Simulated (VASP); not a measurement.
# Sn3TeS2 (Immm) in VASP: relaxation of cell and atoms with PBE

Aim: the relaxation of cell and atoms of Sn3TeS2 with PBE.

Program: VASP 6.6.1. These are calculated values, not measurements. Logs are shortened: lines on timing, memory, paths and dates and some standing lists are left out, and cuts for length are marked.

## (1) The crystal as given

It takes space group Immm (No. 71, orthorhombic). The conventional cell has a = 4.210 Å, b = 5.950 Å, c = 12.620 Å, α = 90.00°, β = 90.00°, γ = 90.00°. Sn (site symmetry mmm) is surrounded by 2 Te at 2.98 Å and 4 S at 2.98 Å. Sn (site symmetry mm2) is surrounded by 4 S at 2.97 to 2.98 Å and 2 Te at 2.98 Å. Te (site symmetry mmm) has 6 Sn at 2.98 Å as nearest neighbours. Around S (site symmetry mm2) lie 6 Sn at 2.97 to 2.98 Å.

The cell was built by a generator and needn't be a form met in nature.

## (2) Relaxation of cell and atoms, PBE

INCAR reads:

```
SYSTEM = Sn3TeS2
PREC = Normal
ENCUT = 520
EDIFF = 1E-4
ISMEAR = 0
SIGMA = 0.15
LREAL = .False.
LASPH = .True.
NELM = 60
ALGO = Fast
ISIF = 3
LWAVE = .False.
LCHARG = .False.
GGA = PE
IBRION = 2
NSW = 24
EDIFFG = -0.08
```

KPOINTS reads:

```
regular mesh
0
Gamma
  4 4 4
  0 0 0
```

POSCAR reads:

```
Sn3TeS2
1.0
   -2.1050000000      2.9750000000      6.3100000000
    2.1050000000     -2.9750000000      6.3100000000
    2.1050000000      2.9750000000     -6.3100000000
Sn Te S
3 1 2
Direct
    0.5000000000      0.0000000000      0.5000000000
    0.8333000000      0.3333000000      0.5000000000
    0.1667000000      0.6667000000      0.5000000000
    0.0000000000      0.0000000000      0.0000000000
    0.3333000000      0.3333000000      0.0000000000
    0.6667000000      0.6667000000      0.0000000000
```

Potentials or basis: VASP PAW PBE potentials, release 64 (Sn_d, Te, S).

Run with:

```
$ cat potpaw_PBE.64/Sn_d/POTCAR potpaw_PBE.64/Te/POTCAR potpaw_PBE.64/S/POTCAR > POTCAR
$ mpirun -np 1 vasp_std > vasp.out
```

OUTCAR:

```text
SYSTEM = Sn3TeS2
   PREC = Normal
   ENCUT = 520
   EDIFF = 1E-4
   ISMEAR = 0
   LREAL = .False.
   LASPH = .True.
   NELM = 60
   ISIF = 3
   GGA = PE
   IBRION = 2
   NSW = 24
   EDIFFG = -0.08

 ion  position               nearest neighbor table
   1  0.500  0.000  0.500-   4 2.98   4 2.98   5 2.98   6 2.98   5 2.98   6 2.98
   2  0.833  0.333  0.500-   5 2.98   5 2.98   6 2.98   6 2.98   4 2.98   4 2.98
   3  0.167  0.667  0.500-   6 2.98   6 2.98   5 2.98   5 2.98   4 2.98   4 2.98
   4  0.000  0.000  0.000-   1 2.98   1 2.98   2 2.98   3 2.98   2 2.98   3 2.98
   5  0.333  0.333  0.000-   2 2.98   2 2.98   3 2.98   3 2.98   1 2.98   1 2.98
   6  0.667  0.667  0.000-   3 2.98   3 2.98   2 2.98   2 2.98   1 2.98   1 2.98

  LATTYP: Found a body centered orthorhombic cell.
 ALAT       =     4.2100000000
 B/A-ratio  =     1.4133016627
 C/A-ratio  =     2.9976247031

  Lattice vectors:

 A1 = (  -2.1050000000,   2.9750000000,   6.3100000000)
 A2 = (   2.1050000000,  -2.9750000000,   6.3100000000)
 A3 = (   2.1050000000,   2.9750000000,  -6.3100000000)

Analysis of symmetry for initial positions (statically):
=====================================================================
 Subroutine PRICEL returns:
 Original cell was already a primitive cell.

 Routine SETGRP: Setting up the symmetry group for a
 body centered orthorhombic supercell.

 Subroutine GETGRP returns: Found  8 space group operations
 (whereof  8 operations were pure point group operations)
 out of a pool of  8 trial point group operations.

The static configuration has the point symmetry D_2h.

Analysis of symmetry for dynamics (positions and initial velocities):
=====================================================================
 Subroutine PRICEL returns:
 Original cell was already a primitive cell.

 Routine SETGRP: Setting up the symmetry group for a
 body centered orthorhombic supercell.

 Subroutine GETGRP returns: Found  8 space group operations
 (whereof  8 operations were pure point group operations)
 out of a pool of  8 trial point group operations.

The dynamic configuration has the point symmetry D_2h.

 Subroutine INISYM returns: Found  8 space group operations
 (whereof  8 operations are pure point group operations),
 and found     1 'primitive' translations

----------------------------------------------------------------------------------------

                                     Primitive cell

  volume of cell :     158.0623

  direct lattice vectors                    reciprocal lattice vectors
    -2.105000000  2.975000000  6.310000000     0.000000000  0.168067227  0.079239303
     2.105000000 -2.975000000  6.310000000     0.237529691  0.000000000  0.079239303
     2.105000000  2.975000000 -6.310000000     0.237529691  0.168067227  0.000000000

  length of vectors
     7.286820294  7.286820294  7.286820294     0.185810279  0.250398126  0.290975853

  position of ions in fractional coordinates (direct lattice)
     0.500000000  0.000000000  0.500000000
     0.833300000  0.333300000  0.500000000
     0.166700000  0.666700000  0.500000000
     0.000000000  0.000000000  0.000000000
     0.333300000  0.333300000  0.000000000
     0.666700000  0.666700000  0.000000000

  ion indices of the primitive-cell ions
   primitive index   ion index
                 1           1
                 2           2
                 3           3
                 4           4
                 5           5
                 6           6

----------------------------------------------------------------------------------------

 KPOINTS: regular mesh

Automatic generation of k-mesh.
 Grid dimensions read from file:
 generate k-points for:    4    4    4

 Generating k-lattice:

  Cartesian coordinates                     Fractional coordinates (reciprocal lattice)
     0.000000000  0.042016807  0.019809826     0.250000000  0.000000000  0.000000000
     0.059382423  0.000000000  0.019809826     0.000000000  0.250000000 -0.000000000
     0.059382423  0.042016807  0.000000000     0.000000000 -0.000000000  0.250000000

  Length of vectors
     0.046452570  0.062599531  0.072743963

  Shift w.r.t. Gamma in fractional coordinates (k-lattice)
     0.000000000  0.000000000  0.000000000

 Subroutine IBZKPT returns following result:
 ===========================================

 Found     18 irreducible k-points:

 Following reciprocal coordinates:
            Coordinates               Weight
  0.000000  0.000000  0.000000      1.000000
  0.250000  0.000000  0.000000      4.000000
  0.500000  0.000000  0.000000      2.000000
  0.000000  0.250000 -0.000000      4.000000
  0.250000  0.250000  0.000000      8.000000
  0.500000  0.250000  0.000000      8.000000
[... 10 lines left out ...]
 -0.250000 -0.250000  0.250000      2.000000
  0.500000  0.500000  0.500000      1.000000
   k-points           NKPTS =     18   k-points in BZ     NKDIM =     18   number of bands    NBANDS=     36
   number of dos      NEDOS =    301   number of ions     NIONS =      6
   total plane-waves  NPLWV =  74088
   dimension x,y,z NGX =    42 NGY =   42 NGZ =   42
   dimension x,y,z NGXF=    84 NGYF=   84 NGZF=   84
   ions per type =               3   1   2
   NGX,Y,Z   is equivalent  to a cutoff of   9.58,  9.58,  9.58 a.u.
   NGXF,Y,Z  is equivalent  to a cutoff of  19.16, 19.16, 19.16 a.u.
 SYSTEM =  Sn3TeS2
   PREC   = normal    normal or accurate (medium, high low for compatibility)
   ISTART =      0    job   : 0-new  1-cont  2-samecut
   ICHARG =      2    charge: 1-file 2-atom 10-const
   ISPIN  =      1    spin polarized calculation?
   LNONCOLLINEAR =      F non collinear calculations
   LSORBIT =      F    spin-orbit coupling
   LASPH  =      T    aspherical Exc in radial PAW
   ENCUT  =  520.0 eV  38.22 Ry    6.18 a.u.  13.55 13.55 13.55*2*pi/ulx,y,z
   NELM   =     60;   NELMIN=  2; NELMDL= -5     # of ELM steps
   EDIFF  = 0.1E-03   stopping-criterion for ELM
   LREAL  =      F    real-space projection
   EDIFFG = -.8E-01   stopping-criterion for IOM
   NSW    =     24    number of steps for IOM
   IBRION =      2    ionic relax: 0-MD 1-quasi-New 2-CG
   NFREE  =      1    steps in history (QN), initial steepest desc. (CG)
   ISIF   =      3    stress and relaxation
   ISYM   =      2    0-nonsym 1-usesym 2-fastsym
   POTIM  = 0.5000    time-step for ionic-motion
   TEBEG  =    0.0;   TEEND  =   0.0 temperature during run
   PSTRESS=    0.0 pullay stress
   NELECT =      60.0000    total number of electrons
   NUPDOWN=      -1.0000    fix difference up-down
   EMIN   =  10.00;   EMAX   =-10.00  energy-range for DOS
   EFERMI =   0.00;   METHOD = LEGACY
   ISMEAR =     0;   SIGMA  =   0.15  broadening in eV -4-tet -1-fermi 0-gaus
   EFERMI_NEDOS =   21; number of points for ismear=-14 and -15
   IALGO  =     68    algorithm
   IMIX   =      4    mixing-type and parameters
     AMIX     =   0.40;   BMIX     =  1.00
     AMIX_MAG =   1.60;   BMIX_MAG =  1.00
  volume/ion in A,a.u.               =      26.34       177.78
  Fermi-wavevector in a.u.,A,eV,Ry     =   1.185357  2.240000 19.117149  1.405071
  Thomas-Fermi vector in A             =   2.321552
   LORBIT       =      0    0 simple, 1 ext, 2 COOP (PROOUT), +10 PAW based schemes
   GGA     = PE    functional components
   LHFCALC =     F    Hartree Fock is set to
   AEXX    =    0.0000 exact exchange contribution
   IVDW    =     0    specifies the selected vdW correction
   LEPSILON=     F    determine dielectric tensor
   LRPA    =     F    only Hartree local field effects (RPA)
 conjugate gradient relaxation of ions
 non-spin polarized calculation
 RMM-DIIS sequential band-by-band and
 Gauss-broadening in eV      SIGMA  =   0.15
  energy-cutoff  :      520.00
  volume of cell :      158.06
 maximum number of plane-waves:      4271
   NGX = 27   NGY = 27   NGZ = 27

--------------------------------------- Ionic step        1  -------------------------------------------

 number of electron      59.9999997 magnetization

 Free energy of the ion-electron system (eV)
  ---------------------------------------------------
  ext. energy  EPLUGINS =         0.00000000
  ---------------------------------------------------
  free energy    TOTEN  =       -24.57581817 eV

  energy without entropy =      -24.57534610  energy(sigma->0) =      -24.57558214

------------------------ aborting loop because EDIFF is reached ----------------------------------------

  FORCE on cell =-STRESS in cart. coord.  units (eV):
  Direction    XX          YY          ZZ          XY          YZ          ZX
  --------------------------------------------------------------------------------------
  -------------------------------------------------------------------------------------
  Total        2.5645411      3.2035201      2.4430975      0.0000000      0.0000000      0.0000000
  in kB       25.9951199     32.4720432     24.7641230      0.0000000      0.0000000      0.0000000
  external PRESSURE =      27.7437620 kB  Pullay stress =       0.0000000 kB
[... 101 lines left out ...]
  FREE ENERGIE OF THE ION-ELECTRON SYSTEM (eV)
  ---------------------------------------------------
  free  energy   TOTEN  =       -24.7457979726 eV

  energy  without entropy=      -24.7403125529  energy(sigma->0) =      -24.74305526

[... ionic steps 4 to 7 ...]

--------------------------------------- Ionic step        8  -------------------------------------------

 number of electron      60.0000015 magnetization

------------------------ aborting loop because EDIFF is reached ----------------------------------------

  FORCE on cell =-STRESS in cart. coord.  units (eV):
  Direction    XX          YY          ZZ          XY          YZ          ZX
  --------------------------------------------------------------------------------------
  -------------------------------------------------------------------------------------
  Total       -0.2648983     -0.2520972     -0.1972504      0.0000000      0.0000000      0.0000000
  in kB       -2.5651801     -2.4412185     -1.9101018      0.0000000      0.0000000      0.0000000
  external PRESSURE =      -2.3055001 kB  Pullay stress =       0.0000000 kB
[... 65 lines left out ...]
  energy  without entropy=      -24.8707539771  energy(sigma->0) =      -24.87174705

--------------------------------------- Ionic step       10  -------------------------------------------

 number of electron      60.0000016 magnetization

 Free energy of the ion-electron system (eV)
  ---------------------------------------------------
  ext. energy  EPLUGINS =         0.00000000
  ---------------------------------------------------
  free energy    TOTEN  =       -24.87413958 eV

  energy without entropy =      -24.87240126  energy(sigma->0) =      -24.87327042

 E-fermi :   6.5030     XC(G=0):  -9.5675

 val. band max:        6.3058767000   @ k =   0.5000   0.0000   0.0000
 cond. band min:       6.6692936308   @ k =   0.5000   0.0000   0.0000
 fundamental gap:      0.3634169309
 Fermi energy:         6.5030464366

 k-point     1 :       0.0000    0.0000    0.0000
  band No.  band energies     occupation
      1     -15.4353      2.00000
      2     -15.4233      2.00000
      3     -15.4226      2.00000
      4     -15.4151      2.00000
      5     -15.4076      2.00000
      6     -15.4066      2.00000
[... 724 lines left out ...]
  FREE ENERGIE OF THE ION-ELECTRON SYSTEM (eV)
  ---------------------------------------------------
  free  energy   TOTEN  =       -24.8741395799 eV

  energy  without entropy=      -24.8724012623  energy(sigma->0) =      -24.87327042

 reached required accuracy - stopping structural energy minimisation
```

It took 7.5 min on 1 thread of Intel Xeon 6975P-C (Granite Rapids), shared host; peak memory 0.33 GiB.

Results:

* Free energy: -24.8741 eV
* Relaxed volume: 27.49 Å³/atom
* Relaxed cell: a = 7.379 Å, b = 7.379 Å, c = 7.379 Å, α = 146.58°, β = 131.20°, γ = 60.44°
* Space group after relaxing (to 0.05 Å): Immm (No. 71)
* Energy gained by relaxing: 49.7 meV/atom
* Ionic steps: 10
* Pressure after relaxing: -0.1 GPa
* Largest force after relaxing: 0.069 eV/Å
* Band gap on the k mesh: 0.36 eV, direct

Forces on the atoms (eV/Å):
```
Sn   0.000  0.000  0.000
Sn   0.000  0.000 -0.013
Sn   0.000  0.000  0.013
Te   0.000  0.000  0.000
S    0.000  0.000  0.069
S    0.000  0.000 -0.069
```

Stress tensor (GPa, compression positive):
```
-0.20  0.00  0.00
 0.00 -0.04  0.00
 0.00  0.00 -0.18
```

Step by step:
```
step  energy change (eV)  largest force (eV/Å)  pressure (GPa)  volume (Å³)
   1              0.0000                1.1729            2.77       158.06
   2             -0.1697                0.7270           -0.43       168.73
   3             -0.1700                0.5873           -1.48       171.07
   4             -0.1712                0.6854           -1.24       170.19
   5             -0.2436                0.4156           -0.80       168.09
   6             -0.2934                0.1393            0.05       164.77
   7             -0.2936                0.1354            0.21       164.61
   8             -0.2969                0.0964           -0.23       165.45
   9             -0.2969                0.0858           -0.10       165.48
  10             -0.2983                0.0691           -0.14       164.94
```

Final structure:
```cif
data_structure
_symmetry_space_group_name_H-M 'P 1'
_symmetry_Int_Tables_number 1
_cell_length_a 7.3792
_cell_length_b 7.3792
_cell_length_c 7.3792
_cell_angle_alpha 146.585
_cell_angle_beta 131.201
_cell_angle_gamma 60.436
_cell_volume 164.94
loop_
_atom_site_label
_atom_site_type_symbol
_atom_site_fract_x
_atom_site_fract_y
_atom_site_fract_z
_atom_site_occupancy
Sn1 Sn 0.50000 0.00000 0.50000 1
Sn2 Sn 0.81688 0.31688 0.50000 1
Sn3 Sn 0.18312 0.68312 0.50000 1
Te1 Te 0.00000 0.00000 0.00000 1
S1 S 0.33734 0.33734 0.00000 1
S2 S 0.66266 0.66266 0.00000 1
```

Caveat: the k mesh is coarse (spacing up to 0.46 Å⁻¹), so the values aren't converged; spin-orbit coupling is left out, which moves the levels of the heavy elements; the relaxation stopped at a loose force limit of 0.08 eV/Å, so its end isn't a converged minimum.
